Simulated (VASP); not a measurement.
Input:

```
CELL_PARAMETERS angstrom
      2.12907     1.22922     7.01807
     -2.12907     1.22922     7.01807
      0.00000    -2.45843     7.01807
ATOMIC_POSITIONS crystal
  Mg 0.99045 0.99045 0.99045
  Mg 0.51047 0.51047 0.51047
  Te 0.12251 0.12251 0.12251
  S  0.62654 0.62654 0.62654
```

Computed with PBEsol GGA, VASP's PBE PAW potentials (set 64) (plane waves; VASP). Numerical set-up: 400 eV cut-off, 7×7×7 Γ-centred mesh, tetrahedra with Blöchl corrections, potentials Mg Te S.

The cores are frozen, which limits the accuracy of field gradients.

Q: Give the principal components of the electric field gradient (V/Å²) and the asymmetry η at each nucleus.

A: 
```json
[
 {"atom": "Mg1", "Vxx": "-1.1", "Vyy": "-1.1", "Vzz": "2.2", "η": "0.00"},
 {"atom": "Mg2", "Vxx": "2.3", "Vyy": "2.3", "Vzz": "-4.6", "η": "0.00"},
 {"atom": "Te3", "Vxx": "-52.0", "Vyy": "-52.0", "Vzz": "104.0", "η": "0.00"},
 {"atom": "S4", "Vxx": "11.8", "Vyy": "11.8", "Vzz": "-23.6", "η": "0.00"}
]
```

The structure comes from a computed database's Mg2TeS entry (R3m); how it stands against other phases isn't given here. It was relaxed first.
